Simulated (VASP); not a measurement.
Data:

```yaml
crystal:
  lattice:
    - [0.00000, 3.20244, 3.20244]
    - [3.20244, 0.00000, 3.20244]
    - [3.20244, 3.20244, 0.00000]
  atoms:
    - { symbol: Cd, position: [0.00000, 0.00000, 0.00000] }
    - { symbol: Te, position: [0.25000, 0.25000, 0.25000] }
```

The numbers are results of LDA (Ceperley-Alder, Perdew-Zunger), VASP's LDA PAW potentials (set 64) (plane waves; VASP), not measurements. Numerical set-up: 400 eV cut-off, 7×7×7 Γ-centred mesh, Gaussian smearing of 0.050 eV, potentials Cd Te.

Unless said otherwise, spin-orbit coupling is left out, though it shifts the bands of the heavy elements here.

**Question.** Estimate the energy per atom (σ→0), band gap (on the k-mesh) with the smallest direct gap where there is one.

**Answer.** 
```
Quantity                                         Result
-----------------------------------  ------------------
band gap (on the k-mesh)                        0.66 eV
smallest direct gap (on the k-mesh)             0.66 eV
energy per atom (σ→0)                -291.7 kJ/mol-atom
```

Only differences to runs with the same potentials and settings are physical.

The structure comes from a computed database's CdTe entry (F-43m); how it stands against other phases isn't given here. It was relaxed first, which changed the volume by -7 %. The start is the result of an earlier pass.
